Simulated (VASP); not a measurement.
```
PtSe2
1.0
    1.89174    -3.27659     0.00000
    1.89174     3.27659     0.00000
    0.00000     0.00000     4.97278
Pt Se
1 2
Direct
  0.00000   0.00000   0.00000
  0.33333   0.66667   0.26035
  0.66667   0.33333   0.73965
```

Method: rev-vdW-DF2, VASP's PBE PAW potentials (set 64) (plane waves; VASP). Settings: 520 eV cut-off, 8×8×6 Γ-centred mesh, first-order Methfessel-Paxton smearing of 0.10 eV, potentials Pt Se.

Unless said otherwise, spin-orbit coupling is left out, though it shifts the bands of the heavy elements here.

Problem. What does the run give for the energy per atom (σ→0), band gap (on the k-mesh) with the smallest direct gap where there is one?

Solution. 
- band gap (on the k-mesh): none (metal, semimetal or under 0.01 eV)
- energy per atom (σ→0): -3.140 eV/atom

Only differences to runs with the same potentials and settings are physical.

The compound is PtSe2 in the 1T layered structure. It was relaxed first. The start is the result of an earlier pass.
